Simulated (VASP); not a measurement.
Here is the system:

```xyz
3
Lattice="1.8890 -3.2719 0.0000 1.8890 3.2719 0.0000 0.0000 0.0000 6.0484" Properties=species:S:1:pos:R:3 pbc="T T T"
Sn     1.8890     3.2719     0.0000
Se     1.8890     1.0906     1.5643
Se     1.8890    -1.0906     4.4841
```

Level of theory: optB86b-vdW, VASP's PBE PAW potentials (set 64) (plane waves; VASP). Numerical set-up: 520 eV cut-off, 7×7×4 Γ-centred mesh, Gaussian smearing of 0.050 eV, potentials Sn_d Se.

**Question.** The ions and cell shape at fixed volume are relaxed. What does this cell relax into?

**Answer.** 
```xyz
3
Lattice="1.9176 -3.3214 0.0000 1.9176 3.3214 0.0000 0.0000 0.0000 5.8694" Properties=species:S:1:pos:R:3 pbc="T T T"
Sn     3.8353     0.0000     0.0000
Se     1.9176     1.1071     1.5977
Se     1.9176    -1.1071     4.2718
```
Space group P-3m1 (164), at a tolerance of 0.03 Å.

**Question.** How much energy does the relaxation gain?

**Answer.** The energy (σ→0) changes by -15.2 meV/atom, in 8 ionic steps.

The compound is SnSe2 in the 1T layered structure. This cell is one point of a volume scan, at 0.94 of the reference volume. Symmetry was kept, so distortions that lower it aren't found.
